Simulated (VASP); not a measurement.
A VASP calculation is set up with these files.

KPOINTS:
```
Automatic mesh
0
Gamma
8 8 8
0 0 0
```

### INCAR
```
! general
SYSTEM    =  BaO
PREC      =  Accurate
ENCUT     =  520   ! plane-wave cut-off (eV)
LREAL     =  F
LASPH     =  T

! electronic loop
EDIFF     =  1E-6   ! SCF stop (eV)
NELM      =  100   ! most electronic steps
ALGO      =  Normal
LMAXMIX   =  4

! smearing
ISMEAR    =  0
SIGMA     =  0.05   ! width (eV)

! functional
GGA       =  CX
LUSE_VDW  =  T
AGGAC     =  0.0

! ions
IBRION    =  2
NSW       =  60   ! most ionic steps
ISIF      =  3   ! ions, shape and volume
EDIFFG    =  -0.01

! output
LWAVE     =  F
LCHARG    =  F
```

POSCAR:
```
BaO
1.0
  0.0000000000   2.7700000000   2.7700000000
  2.7700000000   0.0000000000   2.7700000000
  2.7700000000   2.7700000000   0.0000000000
Ba O
1 1
Direct
  0.0000000000   0.0000000000   0.0000000000
  0.5000000000   0.5000000000   0.5000000000
```

POTCAR, in this order: Ba_sv O (PBE.64 set). Program: vasp_std.

Task: Translate this vdW-DF-cx calculation to Quantum ESPRESSO's pw.x.

Result: One equivalent input (not run):
```
&CONTROL
  calculation = 'vc-relax'
  pseudo_dir = './pseudo'
  outdir = './out'
  tprnfor = .true.
  tstress = .true.
  nstep = 60
  forc_conv_thr = 0.00039
/
&SYSTEM
  ibrav = 0
  nat = 2
  ntyp = 2
  ecutwfc = 84
  occupations = 'smearing'
  smearing = 'gaussian'
  degauss = 0.003675
  input_dft = 'vdw-df-cx'
/
&ELECTRONS
  conv_thr = 7.3e-08
  electron_maxstep = 100
/
&IONS
/
&CELL
/
ATOMIC_SPECIES
  Ba 137.327 Ba.upf
  O 15.999 O.upf
CELL_PARAMETERS angstrom
     0.0000000    2.7700000    2.7700000
     2.7700000    0.0000000    2.7700000
     2.7700000    2.7700000    0.0000000
ATOMIC_POSITIONS crystal
  Ba   0.0000000  0.0000000  0.0000000
  O    0.5000000  0.5000000  0.5000000
K_POINTS automatic
  8 8 8 0 0 0
```
Limits of the translation: the potentials are each code's own (VASP's PAW set, PseudoDojo norm-conserving files in pw.x), so ENCUT and ecutwfc are chosen apart and not converted; conv_thr bounds pw.x's estimated SCF error, while EDIFF bounds the energy change between steps; forc_conv_thr acts on force components and is met together with etot_conv_thr.

The compound is BaO in the rock salt structure. This run relaxes it. Symmetry was kept, so distortions that lower it aren't found.
